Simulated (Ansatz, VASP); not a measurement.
## ZnAg in VASP and in Ansatz

Contents of INCAR:

```
ALGO = Normal ; EDIFF = 1E-6
ENCUT = 520 ; ISIF = 2
ISMEAR = 0 ; LASPH = True
LCHARG = True ; LELF = True
LREAL = False ; LVHAR = True
LWAVE = False ; NBANDS = 18
NELM = 100 ; PREC = Accurate
SIGMA = 0.15
```

The input KPOINTS:

```
k-points
0
Gamma
  16 16 16
```

The input POSCAR:

```
ZnAg
1.0
    3.1560000000      0.0000000000      0.0000000000
    0.0000000000      3.1560000000      0.0000000000
    0.0000000000      0.0000000000      3.1560000000
Zn Ag
1 1
Direct
    0.5000000000      0.5000000000      0.5000000000
    0.0000000000      0.0000000000      0.0396070976
```

Input for Ansatz:

```yaml
crystal:
  lattice:
    - [3.156, 0.0, 0.0]
    - [0.0, 3.156, 0.0]
    - [0.0, 0.0, 3.156]
  atoms:
    - { symbol: Zn, position: [0.5, 0.5, 0.5] }
    - { symbol: Ag, position: [0.0, 0.0, 0.0396070976] }
basis:
  ecutwfc: 420
kpoints:
  mp_grid: { grid: [16, 16, 16] }
hamiltonian:
  xc: lda
scf:
  occupations: { method: gaussian, width: 0.15 }
output:
  forces: true
  stress: true
  eigenvalues: true
```

Change from the starting cell: all Ag atoms moved +0.125 Å, as atom 2 along Cartesian [0 0 1].

Alike in both runs: task single point; functional LDA; k mesh 16 × 16 × 16; occupations gaussian, width 0.15 eV; no spin polarisation.

```csv
,VASP,Ansatz
version,VASP 6.6.1,Ansatz 0.2.0
potentials or method,"VASP PAW LDA potentials, release 64 (Zn, Ag)","scalar-relativistic, plane waves, PAW"
plane-wave cutoff (eV),520,420
valence electrons in the cell,23,31
```

```csv
,VASP,Ansatz,Ansatz less VASP
gap on the k mesh at the Fermi level (eV),none,none,-
pressure (GPa),-7.3,-7.6,-0.23
largest component of the traceless stress (GPa),0.32,0.32,-0.008
rms of the force components (eV/Å),0.203,0.198,-0.0052
```

Atom by atom the forces differ by 0.005 eV/Å (rms over components). A gap of «none» marks a metal or a gap that the smearing closes. The two sets of potentials don't hold the same shells in valence.
